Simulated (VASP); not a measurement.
An input for Quantum ESPRESSO's pw.x (written as the equivalent of a VASP run, and not itself run):

```
&CONTROL
  calculation = 'scf'
  pseudo_dir = './pseudo'
  outdir = './out'
  tprnfor = .true.
  tstress = .true.
/
&SYSTEM
  ibrav = 0
  nat = 4
  ntyp = 1
  ecutwfc = 110
  occupations = 'tetrahedra'
  input_dft = 'revpbe'
/
&ELECTRONS
  conv_thr = 7.3e-09
  electron_maxstep = 100
/
ATOMIC_SPECIES
  La 138.905 La.upf
CELL_PARAMETERS angstrom
     1.9014818   -3.2934633    0.0000000
     1.9014818    3.2934633    0.0000000
    -0.0000000    0.0000000   12.3096460
ATOMIC_POSITIONS crystal
  La   1.0000000  0.0000000  0.5000000
  La   1.0000000  0.0000000  1.0000000
  La   0.3333330  0.6666670  0.2500000
  La   0.6666670  0.3333330  0.7500000
K_POINTS automatic
  10 10 3 0 0 0
```

### Question
Write the VASP files for the same calculation (revPBE).

### Answer
This is not unique; one that fits is 
File POSCAR:
```
La
1
    1.9014818118    -3.2934633415     0.0000000000
    1.9014818118     3.2934633415     0.0000000000
   -0.0000000000     0.0000000000    12.3096460453
La
4
Direct
  1.0000000000   0.0000000000   0.5000000000
  1.0000000000   0.0000000000   1.0000000000
  0.3333330000   0.6666670000   0.2500000000
  0.6666670000   0.3333330000   0.7500000000
```

### INCAR
```
LWAVE  =  .FALSE.
NELM  =  100   ! most electronic steps
ALGO  =  Normal   ! blocked Davidson
ENCUT  =  520
EDIFF  =  1E-7   ! SCF stop (eV)
LCHARG  =  .TRUE.
ISMEAR  =  -5   ! tetrahedra, Bloechl
LEFG  =  .TRUE.
ISIF  =  2   ! forces and stress, cell fixed
NEDOS  =  601
PREC  =  Accurate
LORBIT  =  11   ! lm-projected
SYSTEM  =  La
LASPH  =  .TRUE.
GGA  =  RE   ! revPBE
LREAL  =  .FALSE.   ! projection in real space or not
LMAXMIX  =  6   ! l cut-off of mixed one-centre charges
```

File KPOINTS:
```
Automatic mesh
0
Gamma
10 10 3
0 0 0
```

POTCAR, in this order: La (PBE.64 set). Program: vasp_std.

What does not carry over: the potentials are each code's own (VASP's PAW set, PseudoDojo norm-conserving files in pw.x), so ENCUT and ecutwfc are chosen apart and not converted; conv_thr bounds pw.x's estimated SCF error, while EDIFF bounds the energy change between steps; the field gradients of LEFG aren't asked of the other code.

The compound is La in the dhcp structure. It was relaxed first.
